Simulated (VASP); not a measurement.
An input for Quantum ESPRESSO's pw.x (written as the equivalent of a VASP run, and not itself run):

```
&CONTROL
  calculation = 'scf'
  pseudo_dir = './pseudo'
  outdir = './out'
  tprnfor = .true.
  tstress = .true.
/
&SYSTEM
  ibrav = 0
  nat = 2
  ntyp = 2
  ecutwfc = 88
  occupations = 'smearing'
  smearing = 'gaussian'
  degauss = 0.000735
  input_dft = 'pbe'
/
&ELECTRONS
  conv_thr = 7.3e-08
  electron_maxstep = 100
/
ATOMIC_SPECIES
  Na 22.990 Na.upf
  F 18.998 F.upf
CELL_PARAMETERS angstrom
     0.0000000    2.2673790    2.2673790
     2.2673790    0.0000000    2.2673790
     2.2673790    2.2673790    0.0000000
ATOMIC_POSITIONS crystal
  Na   0.0000000  0.0000000  0.0000000
  F    0.5000000  0.5000000  0.5000000
K_POINTS automatic
  10 10 10 0 0 0
```

Question: Write the VASP files for the same calculation (PBE).

Answer: One answer among several that fit: 
**INCAR**
```
! general
SYSTEM  =  NaF
PREC    =  Accurate
ENCUT   =  400
LREAL   =  .FALSE.   ! projection in real space or not
LASPH   =  .TRUE.

! electronic loop
EDIFF   =  1E-6   ! SCF stop (eV)
NELM    =  100
ALGO    =  Normal   ! blocked Davidson

! smearing
ISMEAR  =  0   ! Gaussian
SIGMA   =  0.01

! functional
GGA     =  PE   ! PBE

! ions
ISIF    =  2   ! forces and stress, cell fixed

! output
LWAVE   =  .FALSE.
LCHARG  =  .FALSE.
```

POSCAR:
```
NaF
1
    0.0000000000     2.2673790000     2.2673790000
    2.2673790000     0.0000000000     2.2673790000
    2.2673790000     2.2673790000     0.0000000000
Na F
1 1
Direct
  0.0000000000   0.0000000000   0.0000000000
  0.5000000000   0.5000000000   0.5000000000
```

**KPOINTS**
```
Automatic mesh
0
Gamma
10 10 10
0 0 0
```

POTCAR, in this order: Na_pv F (PBE.64 set). Program: vasp_std.

What does not carry over: the potentials are each code's own (VASP's PAW set, PseudoDojo norm-conserving files in pw.x), so ENCUT and ecutwfc are chosen apart and not converted; conv_thr bounds pw.x's estimated SCF error, while EDIFF bounds the energy change between steps.

The structure comes from a computed database's NaF entry; how it stands against other phases isn't given here. The cell was not relaxed at this level.
